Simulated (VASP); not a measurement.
# Ta3Cu (I4/mmm) in VASP: equation of state with revPBE+D3

Aim: the equation of state of Ta3Cu with revPBE+D3.

Program: VASP 6.6.1. These are calculated values, not measurements. Logs are shortened: lines on timing, memory, paths and dates and some standing lists are left out, and cuts for length are marked.

## 1. The crystal as given

Symmetry: I4/mmm, No. 139, tetragonal system. Conventional cell: a = 4.013 Å, b = 4.013 Å, c = 8.416 Å, α = 90.00°, β = 90.00°, γ = 90.00°. Ta (site symmetry 4/mmm) is surrounded by 4 Cu at 2.84 Å and 8 Ta at 2.91 Å. Ta (site symmetry -4m2) has 8 Ta at 2.84 to 2.91 Å and 4 Cu at 2.91 Å as nearest neighbours. Around Cu (site symmetry 4/mmm) lie 12 Ta at 2.84 to 2.91 Å.

The cell comes from a database or a generator and needn't be the stable form of this composition.

## 2. Equation of state, revPBE+D3

Input file run.py:

```python
from ase.calculators.vasp import Vasp
from ase.eos import EquationOfState
from ase.io import Trajectory
from ase.io import read
from ase.units import GPa

atoms = read('Ta3Cu.cif')
calc = Vasp(
    directory='calc',
    xc='revpbe',
    pp='PBE',
    setups='minimal',
    prec='Accurate',
    encut=500,
    ediff=1e-07,
    ismear=1,
    sigma=0.2,
    lreal=False,
    lasph=True,
    nelm=60,
    algo='Fast',
    isif=2,
    lwave=False,
    lcharg=False,
    ivdw=11,
    addgrid=True,
    kpts=[9, 9, 9],
    gamma=True,
)
atoms.calc = calc
cell = atoms.cell.copy()
volumes, energies = [], []
traj = Trajectory('eos.traj', 'w')
for x in [0.94, 0.96, 0.98, 1.0, 1.02, 1.04, 1.06]:
    atoms.set_cell(cell * x ** (1 / 3), scale_atoms=True)
    volumes.append(atoms.get_volume())
    energies.append(atoms.get_potential_energy())
    traj.write(atoms)
    print(f'{x:5.2f} {volumes[-1]:12.5f} {energies[-1]:14.6f}')

v0, e0, B = EquationOfState(volumes, energies, eos='vinet').fit()
print(f'V0 = {v0:.4f} A^3, E0 = {e0:.6f} eV, B = {B / GPa:.2f} GPa')
```

Input file Ta3Cu.cif:

```cif
data_Ta3Cu
_cell_length_a 5.07551332
_cell_length_b 5.07551332
_cell_length_c 5.07551332
_cell_angle_alpha 133.42678000
_cell_angle_beta 133.42678000
_cell_angle_gamma 67.98470610
_space_group_name_H-M_alt 'P1'
_space_group_name_Hall 'P 1'
_space_group_IT_number 1
loop_
_space_group_symop_operation_xyz
'x,y,z'
loop_
_atom_site_label
_atom_site_type_symbol
_atom_site_symmetry_multiplicity
_atom_site_Wyckoff_symbol
_atom_site_fract_x
_atom_site_fract_y
_atom_site_fract_z
_atom_site_occupancy
Ta1 Ta 1 a 0.5000000000 0.5000000000 0.0000000000 1
Ta2 Ta 1 a 0.2500000000 0.7500000000 0.5000000000 1
Ta3 Ta 1 a 0.7500000000 0.2500000000 0.5000000000 1
Cu1 Cu 1 a 0.0000000000 0.0000000000 0.0000000000 1
```

Potentials or basis: VASP PAW PBE potentials, release 64 (Ta, Cu).

On the command line:

```
$ python run.py
```

Output:

```text
0.94     63.70338     -40.778644
 0.96     65.05877     -40.770564
 0.98     66.41416     -40.729003
 1.00     67.76955     -40.657389
 1.02     69.12494     -40.558885
 1.04     70.48034     -40.436272
 1.06     71.83573     -40.292139
V0 = 64.0693 A^3, E0 = -40.779976 eV, B = 202.48 GPa
```

OUTCAR:

```text
ENCUT = 500.000000
   EDIFF = 1.00e-07
   GGA = RE
   PREC = Accurate
   ISIF = 2
   ISMEAR = 1
   NELM = 60
   IVDW = 11
   LASPH = .TRUE.
   LREAL = .FALSE.
 IVDW          = 11

 ion  position               nearest neighbor table
   1  0.500  0.500  0.000-   4 2.89   4 2.89   4 2.89   4 2.89   3 2.96   2 2.96   3 2.96   2 2.96
                             3 2.96   2 2.96   3 2.96   2 2.96
   2  0.250  0.750  0.500-   3 2.89   3 2.89   3 2.89   3 2.89   1 2.96   4 2.96   1 2.96   4 2.96
                             4 2.96   1 2.96   4 2.96   1 2.96
   3  0.750  0.250  0.500-   2 2.89   2 2.89   2 2.89   2 2.89   4 2.96   1 2.96   4 2.96   1 2.96
                             4 2.96   1 2.96   4 2.96   1 2.96
   4  0.000  0.000  0.000-   1 2.89   1 2.89   1 2.89   1 2.89   2 2.96   3 2.96   2 2.96   3 2.96
                             3 2.96   2 2.96   3 2.96   2 2.96

  LATTYP: Found a body centered tetragonal cell.
 ALAT       =     4.0917205334
 C/A-ratio  =     2.0972615595

  Lattice vectors:

 A1 = (   5.1750584614,   0.0000000000,   0.0000000000)
 A2 = (   1.9398917384,   4.7977130096,   0.0000000000)
 A3 = (  -3.5574751000,  -2.3988565049,   2.8932833358)

Analysis of symmetry for initial positions (statically):
=====================================================================
 Subroutine PRICEL returns:
 Original cell was already a primitive cell.

 Routine SETGRP: Setting up the symmetry group for a
 body centered tetragonal supercell.

 Subroutine GETGRP returns: Found 16 space group operations
 (whereof 16 operations were pure point group operations)
 out of a pool of 16 trial point group operations.

The static configuration has the point symmetry D_4h.

Analysis of symmetry for dynamics (positions and initial velocities):
=====================================================================
 Subroutine PRICEL returns:
 Original cell was already a primitive cell.

 Routine SETGRP: Setting up the symmetry group for a
 body centered tetragonal supercell.

 Subroutine GETGRP returns: Found 16 space group operations
 (whereof 16 operations were pure point group operations)
 out of a pool of 16 trial point group operations.

The dynamic configuration has the point symmetry D_4h.

 Subroutine INISYM returns: Found 16 space group operations
 (whereof 16 operations are pure point group operations),
 and found     1 'primitive' translations

----------------------------------------------------------------------------------------

                                     Primitive cell

  volume of cell :      71.8357

  direct lattice vectors                    reciprocal lattice vectors
     5.175058461  0.000000000  0.000000000     0.193234532 -0.078131825  0.172814046
     1.939891738  4.797713010  0.000000000     0.000000000  0.208432642  0.172814046
    -3.557475100 -2.398856505  2.893283336     0.000000000  0.000000000  0.345628092

  length of vectors
     5.175058461  5.175058461  5.175058461     0.270756091  0.270756091  0.345628092

  position of ions in fractional coordinates (direct lattice)
     0.500000000  0.500000000  0.000000000
     0.250000000  0.750000000  0.500000000
     0.750000000  0.250000000  0.500000000
     0.000000000  0.000000000  0.000000000

  ion indices of the primitive-cell ions
   primitive index   ion index
                 1           1
                 2           2
                 3           3
[... 35 lines left out ...]
  0.111111  0.111111 -0.000000      8.000000
[... 16 lines left out ...]
 -0.333333  0.333333  0.000000      4.000000
  0.444444  0.444444 -0.000000      8.000000
 [... further k-points ...]
   k-points           NKPTS =     75   k-points in BZ     NKDIM =     75   number of bands    NBANDS=     17
   number of dos      NEDOS =    301   number of ions     NIONS =      4
   total plane-waves  NPLWV =  64000
   dimension x,y,z NGX =    40 NGY =   40 NGZ =   40
   dimension x,y,z NGXF=    80 NGYF=   80 NGZF=   80
   ions per type =               3   1
   NGX,Y,Z   is equivalent  to a cutoff of  12.85, 12.85, 12.85 a.u.
   NGXF,Y,Z  is equivalent  to a cutoff of  25.70, 25.70, 25.70 a.u.
 SYSTEM =  unknown system
   PREC   = accura    normal or accurate (medium, high low for compatibility)
   ISTART =      0    job   : 0-new  1-cont  2-samecut
   ICHARG =      2    charge: 1-file 2-atom 10-const
   ISPIN  =      1    spin polarized calculation?
   LNONCOLLINEAR =      F non collinear calculations
   LSORBIT =      F    spin-orbit coupling
   LASPH  =      T    aspherical Exc in radial PAW
   ENCUT  =  500.0 eV  36.75 Ry    6.06 a.u.   9.44  9.44  9.44*2*pi/ulx,y,z
   NELM   =     60;   NELMIN=  2; NELMDL=  0     # of ELM steps
   EDIFF  = 0.1E-06   stopping-criterion for ELM
   LREAL  =      F    real-space projection
   EDIFFG = 0.1E-05   stopping-criterion for IOM
   NSW    =      0    number of steps for IOM
   IBRION =     -1    ionic relax: 0-MD 1-quasi-New 2-CG
   NFREE  =      0    steps in history (QN), initial steepest desc. (CG)
   ISIF   =      2    stress and relaxation
   ISYM   =      2    0-nonsym 1-usesym 2-fastsym
   POTIM  = 0.5000    time-step for ionic-motion
   TEBEG  =    0.0;   TEEND  =   0.0 temperature during run
   PSTRESS=    0.0 pullay stress
   NELECT =      26.0000    total number of electrons
   NUPDOWN=      -1.0000    fix difference up-down
   EMIN   =  10.00;   EMAX   =-10.00  energy-range for DOS
   EFERMI =   0.00;   METHOD = LEGACY
   ISMEAR =     1;   SIGMA  =   0.20  broadening in eV -4-tet -1-fermi 0-gaus
   EFERMI_NEDOS =   21; number of points for ismear=-14 and -15
   IALGO  =     68    algorithm
   IMIX   =      4    mixing-type and parameters
     AMIX     =   0.40;   BMIX     =  1.00
     AMIX_MAG =   1.60;   BMIX_MAG =  1.00
  volume/ion in A,a.u.               =      17.96       121.19
  Fermi-wavevector in a.u.,A,eV,Ry     =   1.166682  2.204709 18.519524  1.361147
  Thomas-Fermi vector in A             =   2.303192
   LORBIT       =      0    0 simple, 1 ext, 2 COOP (PROOUT), +10 PAW based schemes
   GGA     = RE    functional components
   LHFCALC =     F    Hartree Fock is set to
   AEXX    =    0.0000 exact exchange contribution
   IVDW    =    11    specifies the selected vdW correction
   LEPSILON=     F    determine dielectric tensor
   LRPA    =     F    only Hartree local field effects (RPA)
 non-spin polarized calculation
 RMM-DIIS sequential band-by-band and
 Methfessel and Paxton  Order N= 1 SIGMA  =   0.20
  energy-cutoff  :      500.00
  volume of cell :       71.84
 maximum number of plane-waves:      1863
 NGX is ok and might be reduce to    40
   NGX = 19   NGY = 19   NGZ = 19

 number of electron      26.0000000 magnetization

 Free energy of the ion-electron system (eV)
  ---------------------------------------------------
  ext. energy  EPLUGINS =         0.00000000
  ---------------------------------------------------
  free energy    TOTEN  =       -36.97644699 eV

  energy without entropy =      -36.97297188  energy(sigma->0) =      -36.97528862

 E-fermi :   5.7382     XC(G=0): -11.9820

 val. band max:        5.7302476816   @ k =  -0.2222   0.3333   0.1111
 cond. band min:       5.7433874501   @ k =   0.3333   0.3333   0.1111
 fundamental gap:      0.0131397686
 Fermi energy:         5.7381609273

 k-point     1 :       0.0000    0.0000    0.0000
  band No.  band energies     occupation
      1      -2.3796      2.00000
      2       1.3456      2.00000
      3       2.0517      2.00000
      4       2.2139      2.00000
      5       2.5948      2.00000
      6       2.6934      2.00000
[... 457 lines left out ...]
      4       2.0770      2.00000
      5       2.6937      2.00000
      6       2.7496      2.00000
[... 9 lines left out ...]
     16       6.8591     -0.00000
     17       7.6245     -0.00000

 [... further k-points ...]

------------------------ aborting loop because EDIFF is reached ----------------------------------------

 Edisp (eV)   -3.31685

 E8    (eV) :    -1.8285

  FORCE on cell =-STRESS in cart. coord.  units (eV):
  Direction    XX          YY          ZZ          XY          YZ          ZX
  --------------------------------------------------------------------------------------
  -------------------------------------------------------------------------------------
  Total      -8.34763    -8.22446    -8.12176    -0.15231     0.00000     0.00000
  in kB    -186.18008  -183.43303  -181.14239    -3.39699     0.00000     0.00000
  external pressure =     -183.59 kB  Pullay stress =        0.00 kB

 VOLUME and BASIS-vectors are now :
 -----------------------------------------------------------------------------
  energy-cutoff  :      500.00
  volume of cell :       71.84
      direct lattice vectors                 reciprocal lattice vectors
     5.175058461  0.000000000  0.000000000     0.193234532 -0.078131825  0.172814046
     1.939891738  4.797713010  0.000000000     0.000000000  0.208432642  0.172814046
    -3.557475100 -2.398856505  2.893283336     0.000000000  0.000000000  0.345628092

 POSITION                                       TOTAL-FORCE (eV/Angst)
 -----------------------------------------------------------------------------------
      3.55748      2.39886      0.00000         0.000000     -0.000000     -0.000000
      0.96995      2.39886      1.44664         0.000000      0.000000     -0.000000
      2.58753     -0.00000      1.44664        -0.000000     -0.000000      0.000000
      0.00000      0.00000      0.00000         0.000000     -0.000000     -0.000000
 -----------------------------------------------------------------------------------
    total drift:                                0.000000      0.000000     -0.000000

  FREE ENERGIE OF THE ION-ELECTRON SYSTEM (eV)
  ---------------------------------------------------
  free  energy   TOTEN  =       -40.2932977478 eV

  energy  without entropy=      -40.2898226411  energy(sigma->0) =      -40.29213938
```

INCAR:

```text
ENCUT = 500.000000
SIGMA = 0.200000
EDIFF = 1.00e-07
ALGO = Fast
GGA = RE
PREC = Accurate
ISIF = 2
ISMEAR = 1
NELM = 60
IVDW = 11
ADDGRID = .TRUE.
LASPH = .TRUE.
LCHARG = .FALSE.
LWAVE = .FALSE.
LREAL = .FALSE.
```

Run time: 14 min. Hardware: 1 thread of Intel Xeon 6975P-C (Granite Rapids), shared host; peak memory 0.5 GiB.

What came out:

| Item | Value |
| --- | --- |
| Equilibrium volume | 16.02 Å³/atom |
| Bulk modulus at fixed shape and positions | 203 GPa |
| Pressure derivative of the bulk modulus | 4.2 |

Energy against volume, from the lowest point:
| volume (Å³/atom) | energy (meV/atom) |
| --- | --- |
| 15.926 | 0.00 |
| 16.265 | 2.02 |
| 16.604 | 12.41 |
| 16.942 | 30.31 |
| 17.281 | 54.94 |
| 17.620 | 85.59 |
| 17.959 | 121.63 |

Caveat: the cell was scaled at fixed shape and fractional positions, which overstates the stiffness of a crystal with free parameters, most of all of layers and chains; the PAW data sets were made with another functional, which shifts forces and pressure a little. The run has no spin-orbit coupling, so splittings on Ta are missing.
